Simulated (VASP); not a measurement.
An input for Ansatz (written as the equivalent of a VASP run, and not itself run):

Ansatz 0.2 input:
```yaml
crystal:
  lattice:
    - [0.0000000, 3.2300000, 3.2300000]
    - [3.2300000, 0.0000000, 3.2300000]
    - [3.2300000, 3.2300000, 0.0000000]
  atoms:
    - { symbol: Te, position: [0.5000000, 0.5000000, 0.5000000] }
    - { symbol: Pb, position: [0.0000000, 0.0000000, 0.0000000] }
kpoints:
  mp_grid: { grid: [5, 5, 5] }
hamiltonian:
  xc: pbe
  pseudopotentials: { kind: paw }
scf:
  occupations: { method: fermi_dirac, width: 0.01 }
  max_iter: 100
output: { forces: true, stress: true, eigenvalues: true }
```

Translate this input to VASP (INCAR, KPOINTS, POSCAR, choice of POTCAR).

One answer among several that fit: 
File POSCAR:
```
PbTe
4.567910
  0.0000000000   0.7071067512   0.7071067512
  0.7071067512   0.0000000000   0.7071067512
  0.7071067512   0.7071067512   0.0000000000
Te Pb
1 1
Cart
  0.7071067512   0.7071067512   0.7071067512
  0.0000000000   0.0000000000   0.0000000000
```

### KPOINTS
```
Automatic mesh
0
Gamma
5 5 5
0 0 0
```

**INCAR**
```
SYSTEM = PbTe
PREC = Accurate; ENCUT = 300; LREAL = .FALSE.
LASPH = .TRUE.
EDIFF = 1E-6; NELM = 100; ALGO = Normal
LMAXMIX = 4
ISMEAR = -1; SIGMA = 0.01
GGA = PE
ISIF = 2
LWAVE = .FALSE.; LCHARG = .FALSE.
```

POTCAR, in this order: Te Pb_d (PBE.64 set). Program: vasp_std.

What does not carry over: each code has its own PAW files, so the cut-off isn't converted (ENCUT is set for VASP's; basis.ecutwfc is left out, and Ansatz then takes the one that its files recommend); Ansatz stops its SCF on the density residual and VASP on the energy change (EDIFF).

The structure is a typed PbTe crystal (Fm-3m). The cell was not relaxed at this level. The run is one of a series of settings (KPOINTS 5×5×5 Γ-centred mesh against the base run), some of them coarse on purpose.
